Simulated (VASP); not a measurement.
All values below come from PBEsol GGA, VASP's PBE PAW potentials (set 64) (plane waves; VASP).

The input files of a VASP run:

**KPOINTS**
```
Automatic mesh
0
Gamma
9 9 11
0 0 0
```

**POSCAR**
```
YHg2
1
    4.8015320000     0.0000000000     0.0000000000
   -2.4007660000     4.1582490000     0.0000000000
    0.0000000000     0.0000000000     3.4346430000
Y Hg
1 2
Direct
  0.0041260000  -0.0005090000   0.0092210000
  0.3297310000   0.6619970000   0.4908840000
  0.6661430000   0.3385120000   0.4998950000
```

### INCAR
```
# general
SYSTEM =YHg2
PREC   =Accurate
ENCUT  =300
LREAL  =.FALSE.   # projection in real space or not
LASPH  =.TRUE.

# electronic loop
EDIFF  =1E-6
NELM   =100   # most electronic steps
ALGO   =Normal   # blocked Davidson
LMAXMIX=6

# smearing
ISMEAR =-1   # Fermi-Dirac
SIGMA  =0.136   # width (eV)

# functional
GGA    =PS

# ions
ISIF   =2   # forces and stress, cell fixed

# output
LWAVE  =.FALSE.
LCHARG =.FALSE.
```

POTCAR, in this order: Y_sv Hg (PBE.64 set). Program: vasp_std.

Output

File OUTCAR:
```
 ion  position               nearest neighbor table
   1  0.004  0.999  0.009-   2 3.21   2 3.22   3 3.22   3 3.23   2 3.26   3 3.26   3 3.26   2 3.28
                             3 3.28   2 3.28   3 3.31   2 3.32
   2  0.330  0.662  0.491-   3 2.74   3 2.76   3 2.81   1 3.21   1 3.22   1 3.26   1 3.28   1 3.28
                             1 3.32
   3  0.666  0.339  0.500-   2 2.74   2 2.76   2 2.81   1 3.22   1 3.23   1 3.26   1 3.26   1 3.28
                             1 3.31
  LATTYP: Found a hexagonal cell.
 ALAT       =     4.8015320000
 C/A-ratio  =     0.7153223180
 Subroutine PRICEL returns:
 Original cell was already a primitive cell.
 Subroutine GETGRP returns: Found  1 space group operations
The static configuration has the point symmetry C_1 .
The dynamic configuration has the point symmetry C_1 .
 Subroutine INISYM returns: Found  1 space group operations
 Subroutine IBZKPT returns following result:
 Found    446 irreducible k-points:

 Following reciprocal coordinates:
            Coordinates               Weight
  0.000000  0.000000  0.000000      1.000000
  0.111111 -0.000000  0.000000      2.000000
  0.000000  0.111111  0.000000      2.000000
 -0.111111  0.111111  0.000000      2.000000
  0.222222  0.000000  0.000000      2.000000
  0.000000  0.222222  0.000000      2.000000
 -0.222222  0.222222  0.000000      2.000000
  0.333333  0.000000  0.000000      2.000000
  0.000000  0.333333  0.000000      2.000000
 -0.333333  0.333333  0.000000      2.000000
  0.444444  0.000000  0.000000      2.000000
  0.000000  0.444444  0.000000      2.000000
 -0.444444  0.444444  0.000000      2.000000
  0.111111  0.111111  0.000000      2.000000
 -0.111111  0.222222  0.000000      2.000000
 -0.222222  0.111111  0.000000      2.000000
  0.222222  0.111111  0.000000      2.000000
 -0.111111  0.333333  0.000000      2.000000
 -0.333333  0.222222  0.000000      2.000000
 -0.222222  0.333333  0.000000      2.000000
  0.111111  0.222222  0.000000      2.000000
  0.333333 -0.111111  0.000000      2.000000
  0.333333  0.111111  0.000000      2.000000
 -0.111111  0.444444  0.000000      2.000000
 -0.444444  0.333333  0.000000      2.000000
 -0.333333  0.444444  0.000000      2.000000
  0.111111  0.333333  0.000000      2.000000
  0.444444 -0.111111  0.000000      2.000000
  0.444444  0.111111  0.000000      2.000000
 -0.111111 -0.444444  0.000000      2.000000
  0.444444  0.444444  0.000000      2.000000
  0.222222  0.222222  0.000000      2.000000
 -0.222222  0.444444  0.000000      2.000000
 -0.444444  0.222222  0.000000      2.000000
  0.333333  0.222222  0.000000      2.000000
 -0.222222 -0.444444  0.000000      2.000000
  0.444444  0.333333  0.000000      2.000000
 -0.333333 -0.444444  0.000000      2.000000
  0.222222  0.333333  0.000000      2.000000
 -0.444444 -0.222222  0.000000      2.000000
   k-points           NKPTS =    446   k-points in BZ     NKDIM =    446   number of bands    NBANDS=     21
   number of dos      NEDOS =    301   number of ions     NIONS =      3
   total plane-waves  NPLWV =  15680
   dimension x,y,z NGX =    28 NGY =   28 NGZ =   20
   dimension x,y,z NGXF=    56 NGYF=   56 NGZF=   40
   ions per type =               1   2
   PREC   = accura    normal or accurate (medium, high low for compatibility)
   ISTART =      0    job   : 0-new  1-cont  2-samecut
   ICHARG =      2    charge: 1-file 2-atom 10-const
   ISPIN  =      1    spin polarized calculation?
   LNONCOLLINEAR =      F non collinear calculations
   LSORBIT =      F    spin-orbit coupling
   INIWAV =      1    electr: 0-lowe 1-rand  2-diag
   ENCUT  =  300.0 eV  22.05 Ry    4.70 a.u.   6.78  6.78  4.85*2*pi/ulx,y,z
...
```

**OSZICAR**
```
       N       E                     dE             d eps       ncg     rms          rms(c)
DAV:   1     0.177758511090E+03    0.17776E+03   -0.13233E+04 18764   0.107E+03
DAV:   2    -0.326846590506E+01   -0.18103E+03   -0.17669E+03 20468   0.326E+02
DAV:   3    -0.101714501684E+02   -0.69030E+01   -0.68223E+01 26063   0.592E+01
DAV:   4    -0.103076261673E+02   -0.13618E+00   -0.13602E+00 24146   0.675E+00
DAV:   5    -0.103100981915E+02   -0.24720E-02   -0.24714E-02 24919   0.756E-01    0.286E+01
DAV:   6    -0.972752523556E+01    0.58257E+00   -0.13743E+00 20167   0.114E+01    0.172E+01
DAV:   7    -0.962416922954E+01    0.10336E+00   -0.53473E-01 24453   0.487E+00    0.390E+00
DAV:   8    -0.962017025151E+01    0.39990E-02   -0.33393E-02 22578   0.143E+00    0.492E-01
DAV:   9    -0.961866034250E+01    0.15099E-02   -0.80500E-03 21087   0.580E-01    0.145E-01
DAV:  10    -0.961866983792E+01   -0.94954E-05   -0.53248E-04 24594   0.131E-01    0.302E-02
DAV:  11    -0.961867185811E+01   -0.20202E-05   -0.17985E-05 22314   0.317E-02    0.955E-03
DAV:  12    -0.961867326354E+01   -0.14054E-05   -0.16135E-06 14901   0.115E-02    0.176E-03
DAV:  13    -0.961867332991E+01   -0.66368E-07   -0.17180E-07 11171   0.264E-03
   1 F= -.96186733E+01 E0= -.95654412E+01  d E =-.106464E+00
```

**OUTCAR**
```
------------------------ aborting loop because EDIFF is reached ----------------------------------------
  FORCE on cell =-STRESS in cart. coord.  units (eV):
  Direction    XX          YY          ZZ          XY          YZ          ZX
  --------------------------------------------------------------------------------------
  Total        0.8815282      0.4046904     -0.0402585     -0.0592061     -0.0047040      0.0177850
  in kB       20.5956200      9.4550007     -0.9405817     -1.3832640     -0.1099016      0.4155195
  external PRESSURE =       9.7033463 kB  Pullay stress =       0.0000000 kB
  volume of cell :       68.58
      direct lattice vectors                 reciprocal lattice vectors
     4.801532000  0.000000000  0.000000000     0.208266861  0.120242920  0.000000000
    -2.400766000  4.158249000  0.000000000     0.000000000  0.240485839  0.000000000
     0.000000000  0.000000000  3.434643000     0.000000000  0.000000000  0.291151075
 POSITION                                       TOTAL-FORCE (eV/Angst)
 -----------------------------------------------------------------------------------
     -2.37973      4.15613      0.03167        -0.116784      0.011495     -0.130580
     -0.00609      2.75275      1.68601        -0.016328      0.294531      0.080775
      2.38582      1.40762      1.71696         0.133111     -0.306027      0.049805
 -----------------------------------------------------------------------------------
    total drift:                               -0.000527      0.000021      0.000406
  FREE ENERGIE OF THE ION-ELECTRON SYSTEM (eV)
  ---------------------------------------------------
  free  energy   TOTEN  =        -9.6186733299 eV

  energy  without entropy=       -9.5122089717  energy(sigma->0) =       -9.56544115
```
(Selected blocks of OUTCAR.)

At this cut-off the stress carries a Pulay error, which pulls relaxed volumes low.

The structure comes from a computed database's YHg2 entry (P6/mmm); how it stands against other phases isn't given here. The cell was not relaxed at this level, atoms are displaced from their ideal sites. The electron count is odd and the run is not spin-polarised, which forces a metal.
